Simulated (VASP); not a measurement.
Given:

```
HfO2
1.0
    0.00000     2.48715     2.48715
    2.48715     0.00000     2.48715
    2.48715     2.48715     0.00000
Hf O
1 2
Direct
  0.00000   0.00000   0.00000
  0.25000   0.25000   0.25000
  0.75000   0.75000   0.75000
```

Calculation: MS2 meta-GGA, VASP's PBE PAW potentials (set 64) (plane waves; VASP). Numerical set-up: 520 eV cut-off, 8×8×8 Γ-centred mesh, Gaussian smearing of 0.050 eV, potentials Hf_pv O.

Give the stress tensor in GPa (positive for a compressed cell).

```
8.96  0.00  0.00
0.00  8.96  0.00
0.00  0.00  8.96
```
The pressure is its mean diagonal, 8.96 GPa.

The compound is HfO2 in the fluorite structure, the high-temperature cubic form, which is unstable at 0 K; the monoclinic form is the stable one. This cell is one point of a volume scan, at 0.97 of the reference volume.
